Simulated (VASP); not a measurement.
An input for Quantum ESPRESSO's pw.x (written as the equivalent of a VASP run, and not itself run):

```
&CONTROL
  calculation = 'scf'
  pseudo_dir = './pseudo'
  outdir = './out'
  tprnfor = .true.
  tstress = .true.
/
&SYSTEM
  ibrav = 0
  nat = 2
  ntyp = 2
  ecutwfc = 82
  occupations = 'smearing'
  smearing = 'methfessel-paxton'
  degauss = 0.00735
  input_dft = 'pz'
/
&ELECTRONS
  conv_thr = 7.3e-08
  electron_maxstep = 100
/
ATOMIC_SPECIES
  In 114.818 In.upf
  Pd 106.420 Pd.upf
CELL_PARAMETERS angstrom
     3.2718800    0.0000000    0.0000000
     0.0000000    3.2718800    0.0000000
     0.0000000    0.0000000    3.2718800
ATOMIC_POSITIONS crystal
  In  -0.0001540  0.0017000 -0.0037840
  Pd   0.5001540  0.4983000  0.5037840
K_POINTS automatic
  7 7 7 1 1 1
```

Task: Write the VASP files for the same calculation (LDA).

Result: Several could match; the one computed here: 
**KPOINTS**
```
Automatic
0
Gamma
7 7 7
0.5 0.5 0.5
```

### POSCAR
```
InPd
1
    3.2718800000     0.0000000000     0.0000000000
    0.0000000000     3.2718800000     0.0000000000
    0.0000000000     0.0000000000     3.2718800000
In Pd
1 1
Direct
 -0.0001540000   0.0017000000  -0.0037840000
  0.5001540000   0.4983000000   0.5037840000
```

**INCAR**
```
! general
SYSTEM  = InPd
PREC    = Accurate
ENCUT   = 300
LREAL   = .FALSE.
LASPH   = .TRUE.   ! aspherical one-centre terms

! electronic loop
EDIFF   = 1E-6   ! SCF stop (eV)
NELM    = 100   ! most electronic steps
ALGO    = Normal   ! blocked Davidson
LMAXMIX = 4   ! l cut-off of mixed one-centre charges

! smearing
ISMEAR  = 1
SIGMA   = 0.1   ! width (eV)

! ions
ISIF    = 2

! output
LWAVE   = .FALSE.
LCHARG  = .FALSE.
```

POTCAR, in this order: In_d Pd (LDA.64 set). Program: vasp_std.

Limits of the translation: the potentials are each code's own (VASP's PAW set, PseudoDojo norm-conserving files in pw.x), so ENCUT and ecutwfc are chosen apart and not converted; conv_thr bounds pw.x's estimated SCF error, while EDIFF bounds the energy change between steps.

The structure comes from a computed database's InPd entry; how it stands against other phases isn't given here. The cell was not relaxed at this level, atoms are displaced from their ideal sites.
